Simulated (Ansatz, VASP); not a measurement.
# Cross-check of HfC between VASP and Ansatz, part 2 of 2

Wanted: the spread between two codes on one cell, functional and k mesh. Of the first pair: The cell is taken from a series of runs on this material, whose earlier steps may have relaxed, scaled, displaced or heated it; both programs get it as it stands.

VASP 6.6.1 and Ansatz 0.2.0.

So far: Set-up; VASP: relaxation of cell and atoms, LDA, pair 1; Ansatz: relaxation of cell and atoms, LDA, pair 1; Side by side.

**5. Ansatz: relaxation of cell and atoms, LDA, pair 2**

Level of this step: Ansatz beside VASP: Kohn-Sham DFT, plane waves, LDA (Ansatz).

The relaxed volume is the usual yardstick between codes: in a stiff, nearly cubic crystal its relative difference is about their pressure difference at one cell divided by the bulk modulus.

The cell is taken from a series of runs on this material, whose earlier steps may have relaxed, scaled, displaced or heated it; both programs get it as it stands.

input.yaml

```yaml
crystal:
  lattice:
    - [0.0, 2.2866954253, 2.2866954253]
    - [2.2866954253, 0.0, 2.2866954253]
    - [2.2866954253, 2.2866954253, 0.0]
  atoms:
    - { symbol: C, position: [0.0, 0.0, 0.0] }
    - { symbol: Hf, position: [0.5, 0.5, 0.5] }
kpoints:
  mp_grid: { grid: [16, 16, 16] }
hamiltonian:
  xc: lda
  pseudopotentials: { kind: paw, azcp: { folder: soft_1 }, xc_functional: pbe }
scf:
  occupations: { method: gaussian, width: 0.1 }
output:
  forces: true
  stress: true
  eigenvalues: true
  write_density: true
  write_potential: true
  elf: true
  volumetric_format: npy
relax:
  adjacent_minimum: "off"
  f_tol: 0.005
  max_steps: 80
  cell: { stress_tol: 0.05 }
```

Launch:

```bash
> ansatz run input.yaml --threads 4 --pin off --max-ram 10240MiB --backend cpu --events-out ev --progress --plain --runs-dir out
```

Numbers of over 12 decimals in the logs are rounded to 6 here.

What it wrote:

```text
[...]
Crystal: 2 atoms, lattice volume = 23.914 Å³
Basis set: ecut = 420 eV, 459 PW (Γ)
Bands: 19, of which v1, the nominal top of the filled ones, is band 15 counted from 1 (14 counted from 0)
Symmetry: 48 space group operations
[...]
k-points: 145 of 4096
[...]
k-point 144: bands = [... 11 lower, 9.7222, 16.1576, 16.5250, 16.5250, 23.0216, 23.0216, 26.2692, 26.6937]
--- Relaxed structure (3 steps of the walk, 3 accepted, 1 SCFs on fresh bases) ---
[...]
cell:  # Å, volume = 23.9040 Å³
    - [0, 2.286373, 2.286373]
    - [2.286373, 0, 2.286373]
    - [2.286373, 2.286373, 0]
  atoms:
    - { symbol: C, position: [0, 0, 0] }
    - { symbol: Hf, position: [0.500000, 0.500000, 0.500000] }
[key lines of the parts left out:]
SCF converged after 5 iterations
Free energy (F): -15722.512470 eV
Fermi energy:    19.262264 eV
P = ⅓ Tr σ = -0.0010 GPa (-0.010 kbar)
```

**6. VASP: relaxation of cell and atoms, LDA, pair 2**

The same cell, functional (in two slightly different forms), mesh and smearing now go to VASP, with its own data sets.

INCAR

```
SYSTEM = HfC
PREC = Accurate
ENCUT = 600
EDIFF = 1E-07
NELM = 120
ISMEAR = 0
SIGMA = 0.1
LREAL = .FALSE.
ALGO = Normal
GGA = PW92
NBANDS = 13
LASPH = .TRUE.
LORBIT = 11
LWAVE = .FALSE.
LCHARG = .FALSE.
ISIF = 3
IBRION = 2
NSW = 80
EDIFFG = -0.005
GGA_COMPAT = .FALSE.
NELMIN = 4
KPAR = 2
```

POSCAR

```
HfC
1.0
    0.0000000000      2.2866950000      2.2866950000
    2.2866950000      0.0000000000      2.2866950000
    2.2866950000      2.2866950000      0.0000000000
C Hf
1 1
Direct
    0.0000000000      0.0000000000      0.0000000000
    0.5000000000      0.5000000000      0.5000000000
```

KPOINTS

```
Automatic mesh
0
Gamma
16 16 16
0 0 0
```

Potentials, in the order of the species: C and Hf_pv (LDA family, release 64).

Launch:

```bash
> mpirun -np 2 vasp_std
```

What it wrote:

```text
[banner, memory and clock lines left out]
running    2 mpi-ranks, on    1 nodes
[...]
[... a notice as in an earlier step ...]

 LDA part: xc-table for (Slater(with rela. corr.)+PW92), standard interpolation
 POSCAR, INCAR and KPOINTS ok, starting setup
[...]
entering main loop
       N       E                     dE             d eps       ncg     rms          rms(c)
DAV:   1     0.231048371675E+02    0.23105E+02   -0.86121E+03  3770   0.118E+03
DAV:   2    -0.244070709491E+02   -0.47512E+02   -0.44635E+02  4735   0.220E+02
DAV:   3    -0.260292771201E+02   -0.16222E+01   -0.16143E+01  4663   0.294E+01
DAV:   4    -0.260380530908E+02   -0.87760E-02   -0.87750E-02  4286   0.257E+00
[...]
DAV:  12    -0.228956230128E+02    0.18921E-06   -0.19637E-06  4761   0.116E-02    0.301E-02
DAV:  13    -0.228956227727E+02    0.24007E-06   -0.59370E-07  4515   0.432E-03    0.125E-03
DAV:  14    -0.228956227752E+02   -0.24861E-08   -0.19187E-08  2385   0.122E-03
   1 F= -.22895623E+02 E0= -.22894522E+02  d E =-.228956E+02
[...]
DAV:   4    -0.228956075725E+02   -0.23975E-06   -0.11818E-06  4513   0.985E-03    0.724E-02
DAV:   5    -0.228956071745E+02    0.39804E-06   -0.59474E-07  5127   0.499E-03    0.234E-03
DAV:   6    -0.228956071719E+02    0.25648E-08   -0.13848E-08  2150   0.103E-03
   2 F= -.22895607E+02 E0= -.22894503E+02  d E =0.156033E-04
 trial-energy change:    0.000016  1 .order    0.000016   -0.000036    0.000067
 step:   0.3449(harm=  0.3449)  dis= 0.00000  next Energy=   -22.895629 (dE=-0.613E-05)
[...]
N       E                     dE             d eps       ncg     rms          rms(c)
DAV:   1    -0.228956747742E+02   -0.67600E-04   -0.12298E-03  3820   0.302E-01    0.113E-01
DAV:   2    -0.228956414858E+02    0.33288E-04   -0.41542E-05  4210   0.595E-02    0.624E-02
DAV:   3    -0.228956290003E+02    0.12485E-04   -0.35210E-05  4285   0.484E-02    0.387E-02
DAV:   4    -0.228956291021E+02   -0.10178E-06   -0.50725E-07  4490   0.645E-03    0.471E-02
DAV:   5    -0.228956289411E+02    0.16096E-06   -0.24937E-07  4916   0.323E-03    0.157E-03
DAV:   6    -0.228956289387E+02    0.24097E-08   -0.63161E-09  2100   0.693E-04
   3 F= -.22895629E+02 E0= -.22894527E+02  d E =-.616353E-05
[...]
reached required accuracy - stopping structural energy minimisation
```

OUTCAR, selected parts (step 6):

```text
  Total        0.0003322      0.0003322      0.0003322     -0.0000000     -0.0000000      0.0000000
  in kB        0.0222445      0.0222445      0.0222445     -0.0000000     -0.0000000      0.0000000
  external PRESSURE =       0.0222445 kB  Pullay stress =       0.0000000 kB

 POSITION                                       TOTAL-FORCE (eV/Angst)
 -----------------------------------------------------------------------------------
      0.00000      0.00000      0.00000        -0.000000     -0.000000      0.000000
      2.28712      2.28712      2.28712         0.000000      0.000000     -0.000000
 -----------------------------------------------------------------------------------
    total drift:                                0.000000      0.000000      0.000000

  FREE ENERGIE OF THE ION-ELECTRON SYSTEM (eV)
  ---------------------------------------------------
  free  energy   TOTEN  =       -22.8956289387 eV

  energy  without entropy=      -22.8934242279  energy(sigma->0) =      -22.89452658

[... 2 parts as in an earlier step ...]

[... 2 further parts left out ...]
[key lines of the parts left out:]
E-fermi :   6.2240
```

**7. Comparison**

What differs besides the data sets and the points named for the pairs above, as far as they apply: the data sets hold 30 valence electrons in Ansatz (on its PAW soft_1 files) and 14 in VASP. Total energies have different zeros and are not compared.

Compared:

| quantity | Ansatz | VASP | difference |
| --- | --- | --- | --- |
| volume (Å³) | 23.90 | 23.93 | -0.10 % |
| edge a after relaxation, in the typed setting (Å) | 3.233 | 3.235 | -0.03 % |

**8. Ansatz: relaxation, LDA**

This run makes the geometry at which the two programs are then compared.

The structure compared here is the end of the Ansatz relaxation.

input.yaml, the sections that differ from step 5:

```yaml
crystal:
  lattice:
    - [0.0, 2.2635088727, 2.2863725987]
    - [2.2635088727, 0.0, 2.2863725987]
    - [2.2635088727, 2.2635088727, 0.0]
  atoms:
    - { symbol: C, position: [0.0, 0.0, 0.0] }
    - { symbol: Hf, position: [0.5, 0.5, 0.5] }
  conventional_axes: [[-1, 1, 1], [1, -1, 1], [1, 1, -1]]
scf:
  occupations: { method: methfessel_paxton, width: 0.2 }
output:
  forces: true
  stress: true
  eigenvalues: true
relax:
  adjacent_minimum: "off"
  f_tol: 0.001
  max_steps: 60
  cell: { stress_tol: 0.01, fix: [a, b, gamma] }
# kpoints, hamiltonian: as in step 5
```

Launch:

```bash
> ansatz run input.yaml --threads 4 --pin off --max-ram 10240MiB --backend cpu --events-out ev --progress --plain --runs-dir out
```

What it wrote:

```text
[...]
Crystal: 2 atoms, lattice volume = 23.428 Å³
Basis set: ecut = 420 eV, 459 PW (Γ)
Bands: 19, of which v1, the nominal top of the filled ones, is band 15 counted from 1 (14 counted from 0)
Symmetry: 16 space group operations
[...]
k-points: 349 of 4096
[...]
k-point 348: bands = [... 11 lower, 9.0102, 17.0232, 17.5440, 19.7134, 19.7134, 25.1960, 26.7245, 26.7245]
--- Relaxed structure (3 steps of the walk, 3 accepted, 1 SCFs on fresh bases) ---
[...]
cell:  # Å, volume = 23.5210 Å³
    - [0, 2.2635088727, 2.295416]
    - [2.2635088727, 0, 2.295416]
    - [2.2635088727, 2.2635088727, 0]
  atoms:
    - { symbol: C, position: [0, 0, 0] }
    - { symbol: Hf, position: [0.5, 0.5, 0.5] }
[key lines of the parts left out:]
SCF converged after 8 iterations
Free energy (F): -15722.502228 eV
Fermi energy:    19.614029 eV
P = ⅓ Tr σ = 4.4560 GPa (44.560 kbar)
```

**9. VASP: single point, LDA**

The same cell, functional (in two slightly different forms), mesh and smearing now go to VASP, with its own data sets.

INCAR

```
SYSTEM = HfC
PREC = Accurate
ENCUT = 600
EDIFF = 1E-06
NELM = 120
ISMEAR = 1
SIGMA = 0.2
LREAL = .FALSE.
ALGO = Normal
GGA = PW92
NBANDS = 13
LASPH = .TRUE.
LORBIT = 11
LWAVE = .FALSE.
LCHARG = .FALSE.
ISIF = 2
GGA_COMPAT = .FALSE.
KPAR = 2
```

POSCAR

```
HfC
1.0
    0.0000000000      2.2635088727      2.2954161058
    2.2635088727      0.0000000000      2.2954161058
    2.2635088727      2.2635088727      0.0000000000
C Hf
1 1
Direct
    0.0000000000      0.0000000000      0.0000000000
    0.5000000000      0.5000000000      0.5000000000
```

KPOINTS is that of step 6.

Launch:

```bash
> mpirun -np 2 vasp_std
```

What it wrote:

```text
[... set-up lines as in an earlier step ...]
 entering main loop
       N       E                     dE             d eps       ncg     rms          rms(c)
DAV:   1     0.234641200224E+02    0.23464E+02   -0.85789E+03  9090   0.119E+03
DAV:   2    -0.243338519859E+02   -0.47798E+02   -0.44968E+02 11359   0.222E+02
DAV:   3    -0.260051347134E+02   -0.16713E+01   -0.16625E+01 11337   0.296E+01
DAV:   4    -0.260142620300E+02   -0.91273E-02   -0.91257E-02 10235   0.258E+00
[...]
DAV:  10    -0.228841144302E+02    0.43389E-03   -0.16087E-03 11015   0.295E-01    0.592E-02
DAV:  11    -0.228841142054E+02    0.22483E-06   -0.69473E-05 10779   0.747E-02    0.622E-02
DAV:  12    -0.228841139300E+02    0.27535E-06   -0.14742E-06  8683   0.106E-02
   1 F= -.22884114E+02 E0= -.22883934E+02  d E =-.539798E-03
```

Parts of OUTCAR (step 9):

```text
  Total        1.0425751      1.0425751      0.0382575      0.0000000      0.0000000      0.0000000
  in kB       71.0169658     71.0169658      2.6059783      0.0000000      0.0000000      0.0000000
  external PRESSURE =      48.2133033 kB  Pullay stress =       0.0000000 kB

 POSITION                                       TOTAL-FORCE (eV/Angst)
 -----------------------------------------------------------------------------------
      0.00000      0.00000      0.00000         0.000000     -0.000000      0.000000
      2.26351      2.26351      2.29542        -0.000000      0.000000     -0.000000
 -----------------------------------------------------------------------------------
    total drift:                                0.000000      0.000000      0.000000

  FREE ENERGIE OF THE ION-ELECTRON SYSTEM (eV)
  ---------------------------------------------------
  free  energy   TOTEN  =       -22.8841139300 eV

  energy  without entropy=      -22.8835741317  energy(sigma->0) =      -22.88393400

[... 3 further parts left out ...]
[key lines of the parts left out:]
E-fermi :   6.3712
```

The run ends at a pressure of 4.82 GPa.

**10. Comparison**

What differs besides the data sets and the points named for the pairs above, as far as they apply: the data sets hold 30 valence electrons in Ansatz (on its PAW soft_1 files) and 14 in VASP; Ansatz's pressure holds a Pulay correction, VASP's none. Total energies have different zeros and are not compared.

The two programs side by side:

| quantity | Ansatz | VASP | difference |
| --- | --- | --- | --- |
| pressure (GPa) | 4.46 | 4.82 | -0.37 |

**11. Results**

| Item | Value |
| --- | --- |
| difference in volume (relaxation of cell and atoms, LDA, pair 1) | -0.10 % |
| difference in volume (relaxation of cell and atoms, LDA, pair 2) | -0.098 % |
| difference in pressure (single point, LDA) | -0.37 GPa |

What this shows: The difference in pressure is -0.37 GPa (single point, LDA), within the 1 GPa picked in this series as the mark of a large difference. The data sets hold unlike numbers of valence electrons (30 in Ansatz and 14 in VASP), so part of the differences comes from the potentials. 5 further runs of this series are not shown here. How closely two codes agree says nothing of how well the functional describes the real material.

[Lines on the potential files, build, host, timing and source positions are cut from VASP's logs without a mark.]

[Logs are printed without paths, hosts, clocks, repeated set-up lines and the standing remarks that a program may print on its own settings, such as how far it seeks lower states.]

[Hosts, paths, dates, database ids (printed as entryN), source tags and the programs' standing remarks are cut or masked in the printed files.]
